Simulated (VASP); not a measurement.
VASP ran on this input.

### INCAR
```
SYSTEM = Au
PREC = Accurate
ENCUT = 400
EDIFF = 1E-6
NELM = 100
ALGO = Normal
LREAL = .FALSE.
LASPH = .TRUE.
ISMEAR = 1
SIGMA = 0.1
GGA = PE
LMAXMIX = 6
LWAVE = .FALSE.
LCHARG = .FALSE.
ISIF = 2
ICHARG = 11
```

### KPOINTS
```
Automatic mesh
0
Gamma
11 11 11
0 0 0
```

### POSCAR
```
Au
1
    0.0000000000     2.0808000000     2.0808000000
    2.0808000000     0.0000000000     2.0808000000
    2.0808000000     2.0808000000     0.0000000000
Au
1
Direct
  0.0000000000   0.0000000000   0.0000000000
```

POTCAR, in this order: Au (PBE.64 set). Program: vasp_std.

### Question
What happens when VASP runs on this input?

### Answer
There is a fault: ICHARG = 11 asks for a fixed density, but there is no CHGCAR. VASP stops with an error: ERROR: charge density could not be read from file CHGCAR for ICHARG>10 ----> I REFUSE TO CONTINUE WITH THIS SICK JOB ... BYE!!! <----

File standard output:
```
 POSCAR found type information on POSCAR Au
 POSCAR found :  1 types and       1 ions
 Reading from existing POTCAR
 Reading from existing POTCAR
 LDA part: xc-table for (Slater+PW92), standard interpolation
 WARNING: stress and forces are not correct
 POSCAR, INCAR and KPOINTS ok, starting setup
 WAVECAR not read
 WARNING: CHGCAR is incomplete

 -----------------------------------------------------------------------------
|                                                                             |
|     EEEEEEE  RRRRRR   RRRRRR   OOOOOOO  RRRRRR      ###     ###     ###     |
|     E        R     R  R     R  O     O  R     R     ###     ###     ###     |
|     E        R     R  R     R  O     O  R     R     ###     ###     ###     |
|     EEEEE    RRRRRR   RRRRRR   O     O  RRRRRR       #       #       #      |
|     E        R   R    R   R    O     O  R   R                               |
|     E        R    R   R    R   O     O  R    R      ###     ###     ###     |
|     EEEEEEE  R     R  R     R  OOOOOOO  R     R     ###     ###     ###     |
|                                                                             |
|     ICHARG>10                                                               |
|                                                                             |
|       ---->  I REFUSE TO CONTINUE WITH THIS SICK JOB ... BYE!!! <----       |
|                                                                             |
 -----------------------------------------------------------------------------
```

To mend it, run self-consistently first and keep its CHGCAR, or remove ICHARG. The plain static run on this cell (PBE GGA, plane waves, VASP's PBE PAW potentials (set 64)) converges, and its OSZICAR ends with
```
   1 F= -.32290706E+01 E0= -.32291169E+01  d E =0.138760E-03
```

The compound is Au in the fcc structure. The cell was not relaxed at this level.
